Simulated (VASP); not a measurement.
All values below come from r2SCAN meta-GGA, VASP's PBE PAW potentials (set 64) (plane waves; VASP).

A VASP calculation is set up with these files.

INCAR:
```
# general
SYSTEM   =  PbO
PREC     =  Accurate
ENCUT    =  520
LREAL    =  .FALSE.   # projection in real space or not
LASPH    =  .TRUE.   # aspherical one-centre terms

# electronic loop
EDIFF    =  1E-6   # SCF stop (eV)
NELM     =  100   # most electronic steps
ALGO     =  Normal   # blocked Davidson
LMAXMIX  =  4   # l cut-off of mixed one-centre charges
LMIXTAU  =  .TRUE.

# smearing
ISMEAR   =  0   # Gaussian
SIGMA    =  0.05   # width (eV)

# functional
METAGGA  =  R2SCAN

# ions
IBRION   =  2   # conjugate gradients
NSW      =  60   # most ionic steps
ISIF     =  3   # ions, shape and volume
EDIFFG   =  -0.02

# output
LWAVE    =  .FALSE.
LCHARG   =  .FALSE.
```

POSCAR:
```
PbO
1.0
  3.9966311505   0.0000000000   0.0000000000
  0.0000000000   3.9966311505   0.0000000000
  0.0000000000   0.0000000000   5.2614454784
Pb O
2 2
direct
  0.5000000000   0.0000000000   0.7737332794
  0.0000000000   0.5000000000   0.2262667206
  0.5000000000   0.5000000000   0.0000000000
  0.0000000000   0.0000000000   0.0000000000
```

### KPOINTS
```
Automatic mesh
0
Gamma
5 5 4
0 0 0
```

POTCAR, in this order: Pb_d O (PBE.64 set). Program: vasp_std.

What VASP printed:

OUTCAR:
```
 ion  position               nearest neighbor table
   1  0.500  0.000  0.774-   3 2.33   4 2.33   3 2.33   4 2.33   2 3.70   2 3.70   2 3.70   2 3.70
                             2 4.04   2 4.04   2 4.04   2 4.04
   2  0.000  0.500  0.226-   3 2.33   4 2.33   4 2.33   3 2.33   1 3.70   1 3.70   1 3.70   1 3.70
                             1 4.04   1 4.04   1 4.04   1 4.04
   3  0.500  0.500  0.000-   1 2.33   2 2.33   1 2.33   2 2.33
   4  0.000  0.000  0.000-   1 2.33   2 2.33   2 2.33   1 2.33
  LATTYP: Found a simple tetragonal cell.
 ALAT       =     3.9966311505
 C/A-ratio  =     1.3164701170
 Subroutine PRICEL returns:
 Original cell was already a primitive cell.
 Subroutine GETGRP returns: Found 16 space group operations
The static configuration has the point symmetry D_2d.
 The point group associated with its full space group is D_4h.
The dynamic configuration has the point symmetry D_2d.
 Subroutine INISYM returns: Found 16 space group operations
 Subroutine IBZKPT returns following result:
 Found     18 irreducible k-points:

 Following reciprocal coordinates:
            Coordinates               Weight
  0.000000  0.000000  0.000000      1.000000
  0.200000  0.000000  0.000000      4.000000
  0.400000  0.000000  0.000000      4.000000
  0.200000  0.200000  0.000000      4.000000
  0.400000  0.200000  0.000000      8.000000
  0.400000  0.400000  0.000000      4.000000
  0.000000  0.000000  0.250000      2.000000
  0.200000  0.000000  0.250000      8.000000
  0.400000  0.000000  0.250000      8.000000
  0.200000  0.200000  0.250000      8.000000
  0.400000  0.200000  0.250000     16.000000
  0.400000  0.400000  0.250000      8.000000
  0.000000  0.000000  0.500000      1.000000
  0.200000  0.000000  0.500000      4.000000
  0.400000  0.000000  0.500000      4.000000
  0.200000  0.200000  0.500000      4.000000
  0.400000  0.200000  0.500000      8.000000
  0.400000  0.400000  0.500000      4.000000
...
```

File OSZICAR:
```
       N       E                     dE             d eps       ncg     rms          rms(c)
DAV:   1     0.347672266952E+03    0.34767E+03   -0.20597E+04   864   0.199E+03
DAV:   2    -0.832638596604E+02   -0.43094E+03   -0.42310E+03   904   0.504E+02
DAV:   3    -0.143303532531E+03   -0.60040E+02   -0.58250E+02  1184   0.197E+02
DAV:   4    -0.145226658077E+03   -0.19231E+01   -0.19224E+01   912   0.406E+01
DAV:   5    -0.145304031830E+03   -0.77374E-01   -0.77366E-01  1264   0.801E+00    0.112E+01
DAV:   6    -0.132397185729E+03    0.12907E+02   -0.26402E+01  1448   0.637E+01    0.372E+00
DAV:   7    -0.128876118087E+03    0.35211E+01   -0.27222E+00   896   0.126E+01    0.230E+00
DAV:   8    -0.133349272176E+03   -0.44732E+01   -0.12984E+00  1136   0.124E+01    0.572E-01
DAV:   9    -0.129258925220E+03    0.40903E+01   -0.58972E-01   992   0.707E+00    0.402E-01
DAV:  10    -0.129401625732E+03   -0.14270E+00   -0.12470E-01  1008   0.319E+00    0.242E-01
DAV:  11    -0.129413080537E+03   -0.11455E-01   -0.10024E-01   864   0.299E+00    0.167E-01
DAV:  12    -0.129498132063E+03   -0.85052E-01   -0.47710E-02   968   0.194E+00    0.525E-02
DAV:  13    -0.129520281991E+03   -0.22150E-01   -0.65161E-03   984   0.716E-01    0.366E-02
DAV:  14    -0.129522828073E+03   -0.25461E-02   -0.15595E-03  1152   0.427E-01    0.211E-02
DAV:  15    -0.129522889641E+03   -0.61568E-04   -0.31552E-04   976   0.172E-01    0.134E-02
DAV:  16    -0.129522810684E+03    0.78957E-04   -0.57186E-05  1200   0.727E-02    0.996E-03
DAV:  17    -0.129523006091E+03   -0.19541E-03   -0.20079E-04   888   0.134E-01    0.271E-03
DAV:  18    -0.129523041143E+03   -0.35052E-04   -0.12029E-05  1056   0.311E-02    0.327E-03
DAV:  19    -0.129523050790E+03   -0.96468E-05   -0.49975E-06   864   0.239E-02    0.157E-03
DAV:  20    -0.129523053434E+03   -0.26437E-05   -0.26394E-06   728   0.201E-02    0.122E-03
DAV:  21    -0.129523053910E+03   -0.47613E-06   -0.30682E-07   576   0.775E-03
   1 F= -.12952305E+03 E0= -.12952305E+03  d E =-.129523E+03
```

OUTCAR:
```
------------------------ aborting loop because EDIFF is reached ----------------------------------------
  FORCE on cell =-STRESS in cart. coord.  units (eV):
  Direction    XX          YY          ZZ          XY          YZ          ZX
  --------------------------------------------------------------------------------------
  Total        0.0126941      0.0126941     -0.0083699      0.0000000      0.0000000      0.0000000
  in kB        0.2420026      0.2420026     -0.1595653      0.0000000      0.0000000      0.0000000
  external PRESSURE =       0.1081466 kB  Pullay stress =       0.0000000 kB
  volume of cell :       84.04
      direct lattice vectors                 reciprocal lattice vectors
     3.996631150  0.000000000  0.000000000     0.250210731  0.000000000  0.000000000
     0.000000000  3.996631150  0.000000000     0.000000000  0.250210731  0.000000000
     0.000000000  0.000000000  5.261445478     0.000000000  0.000000000  0.190061838
 POSITION                                       TOTAL-FORCE (eV/Angst)
 -----------------------------------------------------------------------------------
      1.99832      0.00000      4.07096        -0.000000     -0.000000      0.014383
      0.00000      1.99832      1.19049         0.000000      0.000000     -0.014383
      1.99832      1.99832      0.00000        -0.000000     -0.000000      0.000000
      0.00000      0.00000      0.00000        -0.000000      0.000000      0.000000
 -----------------------------------------------------------------------------------
    total drift:                                0.000000      0.000000      0.000000
  FREE ENERGIE OF THE ION-ELECTRON SYSTEM (eV)
  ---------------------------------------------------
  free  energy   TOTEN  =      -129.5230539101 eV

  energy  without entropy=     -129.5230539101  energy(sigma->0) =     -129.52305391

 reached required accuracy - stopping structural energy minimisation
```
(Selected blocks of OUTCAR.)

The compound is PbO in the litharge structure. It was relaxed first, which changed the volume by +6 %. The start is the result of an earlier pass.
